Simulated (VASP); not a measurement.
VASP ran on this input.

INCAR:
```
! general
SYSTEM=CaCl2
PREC  =Accurate
ENCUT =400   ! plane-wave cut-off (eV)
LREAL =.False.   ! projection in real space or not
LASPH =.True.   ! aspherical one-centre terms

! electronic loop
EDIFF =1E-8
NELM  =100
ALGO  =Normal

! smearing
ISMEAR=0   ! Gaussian
SIGMA =0.05   ! width (eV)

! ions
IBRION=1   ! quasi-Newton
NSW   =30
ISIF  =2   ! forces and stress, cell fixed
EDIFFG=-0.001

! output
LWAVE =.False.
LCHARG=.False.
```

### POSCAR
```
CaCl2
1
    4.0515812591     0.0000000000     0.0000000000
    0.0000000000     6.0177468567    -0.0000000000
    0.0000000000     0.0000000000     6.3172647976
Ca Cl
2 4
Direct
  0.0000000000   0.0000000000   0.0000000000
  0.5000000000   0.5000000000   0.5000000000
  0.0000000000   0.2573816739   0.3459584309
  0.5000000000   0.7573816739   0.1540415691
  0.5000000000   0.2426183261   0.8459584309
  1.0000000000   0.7426183261   0.6540415691
```

**KPOINTS**
```
Automatic mesh
0
Gamma
5 4 3
0 0 0
```

POTCAR, in this order: Ca_sv Cl (LDA.64 set). Program: vasp_std.

Q: Translate this LDA calculation to Quantum ESPRESSO's pw.x.

A: One equivalent input (not run):
```
&CONTROL
  calculation = 'relax'
  pseudo_dir = './pseudo'
  outdir = './out'
  tprnfor = .true.
  tstress = .true.
  nstep = 30
  forc_conv_thr = 3.9e-05
/
&SYSTEM
  ibrav = 0
  nat = 6
  ntyp = 2
  ecutwfc = 72
  occupations = 'smearing'
  smearing = 'gaussian'
  degauss = 0.003675
  input_dft = 'pz'
/
&ELECTRONS
  conv_thr = 7.3e-10
  electron_maxstep = 100
/
&IONS
/
ATOMIC_SPECIES
  Ca 40.078 Ca.upf
  Cl 35.450 Cl.upf
CELL_PARAMETERS angstrom
     4.0515813    0.0000000    0.0000000
     0.0000000    6.0177469   -0.0000000
     0.0000000    0.0000000    6.3172648
ATOMIC_POSITIONS crystal
  Ca   0.0000000  0.0000000  0.0000000
  Ca   0.5000000  0.5000000  0.5000000
  Cl   0.0000000  0.2573817  0.3459584
  Cl   0.5000000  0.7573817  0.1540416
  Cl   0.5000000  0.2426183  0.8459584
  Cl   1.0000000  0.7426183  0.6540416
K_POINTS automatic
  5 4 3 0 0 0
```
What does not carry over: the potentials are each code's own (VASP's PAW set, PseudoDojo norm-conserving files in pw.x), so ENCUT and ecutwfc are chosen apart and not converted; conv_thr bounds pw.x's estimated SCF error, while EDIFF bounds the energy change between steps; forc_conv_thr acts on force components and is met together with etot_conv_thr.

The compound is CaCl2 in the sg58 structure. This run relaxes the ions in a fixed cell. Symmetry was kept, so distortions that lower it aren't found. The start is the result of an earlier pass.
